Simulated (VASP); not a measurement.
VASP input:

File POSCAR:
```
BaHfO3
4.0767430
  0.9999999541   0.0000000000   0.0000000000
  0.0000000000   0.9999999541   0.0000000000
  0.0000000000   0.0000000000   0.9999999541
Ba Hf O
1 1 3
Cartesian
  0.0000000000   0.0000000000   0.0000000000
  0.4999999771   0.4999999771   0.4999999771
  0.4999999771   0.0000000000   0.4999999771
  0.0000000000   0.4999999771   0.4999999771
  0.4999999771   0.4999999771   0.0000000000
```

INCAR:
```
LREAL = .FALSE.
LCHARG = .FALSE.
EDIFF = 1E-7   # SCF stop (eV)
LMIXTAU = .TRUE.
NELM = 100   # most electronic steps
LMAXMIX = 6
ENCUT = 520   # plane-wave cut-off (eV)
PREC = Accurate
ISIF = 2   # forces and stress, cell fixed
BPARAM = 11.95
LASPH = .TRUE.
METAGGA = R2SCAN
CPARAM = 0.0093
LWAVE = .FALSE.
LUSE_VDW = .TRUE.
ALGO = Normal   # blocked Davidson
SIGMA = 0.05   # width (eV)
SYSTEM = BaHfO3
ISMEAR = 0   # Gaussian
```

**KPOINTS**
```
Automatic mesh
0
Gamma
5 5 5
0 0 0
```

POTCAR, in this order: Ba_sv Hf_pv O (PBE.64 set). Program: vasp_std.

**Question.** Write an equivalent input for Ansatz.

**Answer.** One equivalent input (not run):
Ansatz 0.2 input:
```yaml
crystal:
  lattice:
    - [4.0767428, 0.0000000, 0.0000000]
    - [0.0000000, 4.0767428, 0.0000000]
    - [0.0000000, 0.0000000, 4.0767428]
  atoms:
    - { symbol: Ba, position: [0.0000000, 0.0000000, 0.0000000] }
    - { symbol: Hf, position: [0.5000000, 0.5000000, 0.5000000] }
    - { symbol: O, position: [0.5000000, 0.0000000, 0.5000000] }
    - { symbol: O, position: [0.0000000, 0.5000000, 0.5000000] }
    - { symbol: O, position: [0.5000000, 0.5000000, 0.0000000] }
kpoints:
  mp_grid: { grid: [5, 5, 5] }
hamiltonian:
  xc: r2scan
  dispersion: rvv10
  pseudopotentials: { kind: paw }
scf:
  occupations: { method: gaussian, width: 0.05 }
  max_iter: 100
output: { forces: true, stress: true, eigenvalues: true }
```
The two are equivalent in intent, not identical: each code has its own PAW files, so the cut-off isn't converted (ENCUT is set for VASP's; basis.ecutwfc is left out, and Ansatz then takes the one that its files recommend); Ansatz stops its SCF on the density residual and VASP on the energy change (EDIFF).

The compound is BaHfO3 in the cubic perovskite structure. This cell is one point of a volume scan, at 0.94 of the reference volume.
